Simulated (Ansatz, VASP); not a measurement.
# Cross-check of MgSi3C3O between VASP and Ansatz, part 2 of 3

Wanted: the spread between two codes on one cell, functional and k mesh. The cell is generated by rule, not measured, and may not be a known phase. The cell is taken from a series of runs on this material, whose earlier steps may have relaxed, scaled, displaced or heated it; both programs get it as it stands.

VASP 6.6.1 and Ansatz 0.2.0.

So far: Starting point; VASP: zone-centre phonons, LDA.

## 2. VASP: zone-centre phonons, LDA (continued)

Level of this step: LDA; plane waves and PAW (C, Mg, O, Si); invented cell (VASP).

OUTCAR, selected parts (step 2):

```text
ion  position               nearest neighbor table
   1  0.333  0.667  0.187-   6 1.83   7 1.93   7 1.93   7 1.93
   2  0.667  0.333  0.426-   7 1.85   8 1.93   8 1.93   8 1.93
   3  0.333  0.667  0.661-   8 1.81   4 2.07   4 2.07   4 2.07
   4  0.667  0.333  0.758-   3 2.07   3 2.07   3 2.07   5 2.17   6 3.24   6 3.24   6 3.24   8 3.36
                             8 3.36   8 3.36
   5  0.667  0.333  0.964-   6 1.88   6 1.88   6 1.88   4 2.17
   6  0.333  0.667  0.013-   1 1.83   5 1.88   5 1.88   5 1.88   7 3.09   7 3.09   7 3.09   4 3.24
                             4 3.24   4 3.24
   7  0.667  0.333  0.251-   2 1.85   1 1.93   1 1.93   1 1.93   6 3.09   6 3.09   6 3.09   8 3.10
                             8 3.10   8 3.10
   8  0.333  0.667  0.490-   3 1.81   2 1.93   2 1.93   2 1.93   7 3.10   7 3.10   7 3.10   4 3.36
                             4 3.36   4 3.36

  LATTYP: Found a hexagonal cell.
 ALAT       =     3.1291913715
 C/A-ratio  =     3.3699150746

 Subroutine GETGRP returns: Found  6 space group operations
 (whereof  6 operations were pure point group operations)

The static configuration has the point symmetry C_3v.

 Found     69 irreducible k-points:

   k-points           NKPTS =     69   k-points in BZ     NKDIM =     69   number of bands    NBANDS=     24

   dimension x,y,z NGX =    28 NGY =   28 NGZ =   84
   dimension x,y,z NGXF=    56 NGYF=   56 NGZF=  168

   ENCUT  =  600.0 eV  44.10 Ry    6.64 a.u.   6.25  6.25 21.06*2*pi/ulx,y,z

   NELECT =      32.0000    total number of electrons

 k-points in reciprocal lattice and weights: Automatic mesh
   0.00000000  0.00000000  0.00000000       0.002
   0.08333333  0.00000000  0.00000000       0.010
   0.16666667  0.00000000  0.00000000       0.010
   0.25000000  0.00000000  0.00000000       0.010
   0.33333333  0.00000000  0.00000000       0.010
   0.41666667  0.00000000  0.00000000       0.010
   0.50000000  0.00000000  0.00000000       0.005
   0.08333333  0.08333333  0.00000000       0.010
   0.16666667  0.08333333  0.00000000       0.021
[...]
-----------------------------------------------------------------------------------
    total drift:                                0.000000     -0.000000      0.000035

 Eigenvectors and eigenvalues of the dynamical matrix
 ----------------------------------------------------

   1 f  =   26.724806 THz   167.916906 2PiTHz  891.443562 cm-1   110.524866 meV
             X         Y         Z           dx          dy          dz
     -0.000000  1.806639  1.972966    -0.000000    0.000000   -0.537519
      1.564596  0.903320  4.492100     0.000000    0.000000    0.294192
     -0.000000  1.806639  6.974088    -0.000000    0.000000    0.604653
      1.564596  0.903320  7.993204     0.000000    0.000000   -0.076684
      1.564596  0.903320 10.164128     0.000000    0.000000   -0.023001
     -0.000000  1.806639  0.141906     0.000000    0.000000    0.212919
      1.564596  0.903320  2.643141     0.000000   -0.000000    0.086392
     -0.000000  1.806639  5.162626     0.000000   -0.000000   -0.446890

   2 f  =   25.668279 THz   161.278555 2PiTHz  856.201632 cm-1   106.155425 meV
             X         Y         Z           dx          dy          dz
     -0.000000  1.806639  1.972966    -0.000000   -0.000000   -0.170519
      1.564596  0.903320  4.492100     0.000000   -0.000000    0.778576
     -0.000000  1.806639  6.974088     0.000000   -0.000000   -0.487370
      1.564596  0.903320  7.993204     0.000000   -0.000000    0.060251
      1.564596  0.903320 10.164128     0.000000   -0.000000   -0.034498
     -0.000000  1.806639  0.141906     0.000000    0.000000    0.145378
      1.564596  0.903320  2.643141     0.000000    0.000000   -0.312797
     -0.000000  1.806639  5.162626    -0.000000    0.000000    0.058453

   3 f  =   24.981689 THz   156.964579 2PiTHz  833.299437 cm-1   103.315916 meV
             X         Y         Z           dx          dy          dz
     -0.000000  1.806639  1.972966    -0.000000   -0.000000    0.708397
      1.564596  0.903320  4.492100     0.000000   -0.000000    0.315486
     -0.000000  1.806639  6.974088     0.000000   -0.000000    0.388494
      1.564596  0.903320  7.993204     0.000000   -0.000000   -0.055166
      1.564596  0.903320 10.164128     0.000000   -0.000000   -0.055611
     -0.000000  1.806639  0.141906     0.000000    0.000000   -0.202811
      1.564596  0.903320  2.643141     0.000000    0.000000   -0.355765
     -0.000000  1.806639  5.162626    -0.000000    0.000000   -0.271805

   4 f  =   20.716415 THz   130.165073 2PiTHz  691.025215 cm-1    85.676169 meV
             X         Y         Z           dx          dy          dz
     -0.000000  1.806639  1.972966    -0.426303   -0.277825    0.000000
      1.564596  0.903320  4.492100    -0.571190   -0.372248   -0.000000
     -0.000000  1.806639  6.974088     0.011498    0.007493   -0.000000
      1.564596  0.903320  7.993204    -0.005962   -0.003886    0.000000
      1.564596  0.903320 10.164128     0.011830    0.007709    0.000000
     -0.000000  1.806639  0.141906     0.020185    0.013155   -0.000000
      1.564596  0.903320  2.643141     0.300933    0.196120    0.000000
     -0.000000  1.806639  5.162626     0.320349    0.208773   -0.000000

   5 f  =   20.716415 THz   130.165073 2PiTHz  691.025214 cm-1    85.676169 meV
             X         Y         Z           dx          dy          dz
     -0.000000  1.806639  1.972966     0.277825   -0.426303   -0.000000
      1.564596  0.903320  4.492100     0.372248   -0.571190   -0.000000
     -0.000000  1.806639  6.974088    -0.007493    0.011498   -0.000000
      1.564596  0.903320  7.993204     0.003886   -0.005962    0.000000
      1.564596  0.903320 10.164128    -0.007709    0.011830   -0.000000
     -0.000000  1.806639  0.141906    -0.013155    0.020185   -0.000000
      1.564596  0.903320  2.643141    -0.196120    0.300933   -0.000000
     -0.000000  1.806639  5.162626    -0.208773    0.320349   -0.000000

   6 f  =   20.078353 THz   126.156015 2PiTHz  669.741778 cm-1    83.037360 meV
             X         Y         Z           dx          dy          dz
     -0.000000  1.806639  1.972966    -0.570871   -0.372042   -0.000000
      1.564596  0.903320  4.492100     0.442483    0.288371   -0.000000
     -0.000000  1.806639  6.974088    -0.010686   -0.006964    0.000000
      1.564596  0.903320  7.993204     0.006719    0.004379   -0.000000
      1.564596  0.903320 10.164128     0.014951    0.009744    0.000000
     -0.000000  1.806639  0.141906     0.026352    0.017174   -0.000000
      1.564596  0.903320  2.643141     0.321884    0.209775   -0.000000
     -0.000000  1.806639  5.162626    -0.274806   -0.179094    0.000000

   7 f  =   20.078353 THz   126.156015 2PiTHz  669.741778 cm-1    83.037360 meV
             X         Y         Z           dx          dy          dz
     -0.000000  1.806639  1.972966     0.372042   -0.570871   -0.000000
      1.564596  0.903320  4.492100    -0.288371    0.442483    0.000000
     -0.000000  1.806639  6.974088     0.006964   -0.010686   -0.000000
      1.564596  0.903320  7.993204    -0.004379    0.006719   -0.000000
      1.564596  0.903320 10.164128    -0.009744    0.014951   -0.000000
     -0.000000  1.806639  0.141906    -0.017174    0.026352   -0.000000
      1.564596  0.903320  2.643141    -0.209775    0.321884    0.000000
     -0.000000  1.806639  5.162626     0.179094   -0.274806    0.000000

   8 f  =   16.235917 THz   102.013275 2PiTHz  541.571894 cm-1    67.146327 meV
             X         Y         Z           dx          dy          dz
     -0.000000  1.806639  1.972966     0.000000    0.000000    0.018741
      1.564596  0.903320  4.492100     0.000000    0.000000    0.277128
     -0.000000  1.806639  6.974088    -0.000000   -0.000000   -0.183596
      1.564596  0.903320  7.993204     0.000000    0.000000    0.023073
      1.564596  0.903320 10.164128    -0.000000   -0.000000    0.261725
     -0.000000  1.806639  0.141906    -0.000000   -0.000000   -0.613813
      1.564596  0.903320  2.643141     0.000000   -0.000000    0.603281
     -0.000000  1.806639  5.162626     0.000000    0.000000   -0.281769

   9 f  =   15.412475 THz    96.839438 2PiTHz  514.104835 cm-1    63.740847 meV
             X         Y         Z           dx          dy          dz
     -0.000000  1.806639  1.972966     0.003666    0.002389    0.000000
      1.564596  0.903320  4.492100    -0.002240   -0.001460   -0.000000
     -0.000000  1.806639  6.974088    -0.692629   -0.451379    0.000000
      1.564596  0.903320  7.993204     0.469742    0.306126    0.000000
      1.564596  0.903320 10.164128    -0.021985   -0.014327   -0.000000
     -0.000000  1.806639  0.141906    -0.004193   -0.002733    0.000000
      1.564596  0.903320  2.643141     0.004720    0.003076   -0.000000
     -0.000000  1.806639  5.162626     0.031128    0.020286    0.000000

  10 f  =   15.412475 THz    96.839438 2PiTHz  514.104835 cm-1    63.740847 meV
             X         Y         Z           dx          dy          dz
     -0.000000  1.806639  1.972966     0.002389   -0.003666   -0.000000
      1.564596  0.903320  4.492100    -0.001460    0.002240   -0.000000
     -0.000000  1.806639  6.974088    -0.451379    0.692629   -0.000000
      1.564596  0.903320  7.993204     0.306126   -0.469742   -0.000000
      1.564596  0.903320 10.164128    -0.014327    0.021985   -0.000000
     -0.000000  1.806639  0.141906    -0.002733    0.004193   -0.000000
      1.564596  0.903320  2.643141     0.003076   -0.004720   -0.000000
     -0.000000  1.806639  5.162626     0.020286   -0.031128   -0.000000

  11 f  =   13.586338 THz    85.365478 2PiTHz  453.191445 cm-1    56.188553 meV
             X         Y         Z           dx          dy          dz
     -0.000000  1.806639  1.972966    -0.000000   -0.000000    0.212130
      1.564596  0.903320  4.492100     0.000000    0.000000   -0.035250
     -0.000000  1.806639  6.974088     0.000000    0.000000   -0.220129
      1.564596  0.903320  7.993204    -0.000000   -0.000000    0.316775
    [... 145 further lines ...]
      1.564596  0.903320  2.643141    -0.043545    0.415792   -0.000000
     -0.000000  1.806639  5.162626    -0.043606    0.416378   -0.000000

 ELASTIC MODULI CONTR FROM IONIC RELAXATION (kBar)
 Direction    XX          YY          ZZ          XY          YZ          ZX
 --------------------------------------------------------------------------------
 XX        -476.9603    138.5542    315.0051     -0.0000    136.4575      0.0000
 YY         138.5542   -476.9603    315.0051     -0.0000   -136.4575     -0.0000
 ZZ         315.0051    315.0051  -1832.6019      0.0000     -0.0000      0.0000
 XY          -0.0000     -0.0000      0.0000   -307.7572     -0.0000    136.1496
 YZ         136.4575   -136.4575     -0.0000     -0.0000   -504.9923     -0.0000
 ZX           0.0000     -0.0000      0.0000    136.1496     -0.0000   -567.5101
 --------------------------------------------------------------------------------
```

[end of part 2 of 3]

[Lines on the potential files, build, host, timing and source positions are cut from VASP's logs without a mark.]

[Logs are printed without paths, hosts, clocks, repeated set-up lines and the standing remarks that a program may print on its own settings, such as how far it seeks lower states.]

[Hosts, paths, dates, database ids (printed as entryN), source tags and the programs' standing remarks are cut or masked in the printed files.]
